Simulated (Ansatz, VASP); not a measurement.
## TaSiO4: VASP beside Ansatz

```
CELL_PARAMETERS angstrom
0.00000 3.10890 3.10890
3.10890 0.00000 3.10890
3.10890 3.10890 0.00000
ATOMIC_POSITIONS crystal
Ta 0.75000 0.75000 0.75000
Si 0.00000 0.00000 0.00000
O 0.37631 0.87108 0.37631
O 0.37631 0.37631 0.87108
O 0.37631 0.37631 0.37631
O 0.87108 0.37631 0.37631
```

Change from the starting cell: species swapped into the DyCu4Pd type (F-43m, No. 216).

Alike in both runs: functional PBE; k mesh 6 × 6 × 6; occupations gaussian, width 0.1 eV; no spin polarisation.

Ansatz relaxed the structure, and its values are those at the end. VASP's run is a single point on that final structure, the one shown.

|  | VASP | Ansatz |
| --- | --- | --- |
| version | VASP 6.6.1 | Ansatz 0.2.0 |
| potentials or method | VASP PAW PBE potentials, release 64 (Ta_pv, Si, O) | scalar-relativistic, plane waves, PAW |
| plane-wave cutoff (eV) | 520 | 420 |
| valence electrons in the cell | 39 | 41 |

Ansatz gave:

```
gap on the k mesh at the Fermi level (eV) : none
pressure (GPa)                            : 0.0
```

Problem. Which values does VASP return?

Solution. gap on the k mesh at the Fermi level (eV): none; pressure (GPa): -0.1.

A gap of «none» marks a metal or a gap that the smearing closes. The two sets of potentials don't hold the same shells in valence.

Caveats: an odd number of electrons without spin polarisation forces a metal; a magnetic or distorted state may lie lower. The runs have no spin-orbit coupling, so splittings on Ta are missing.
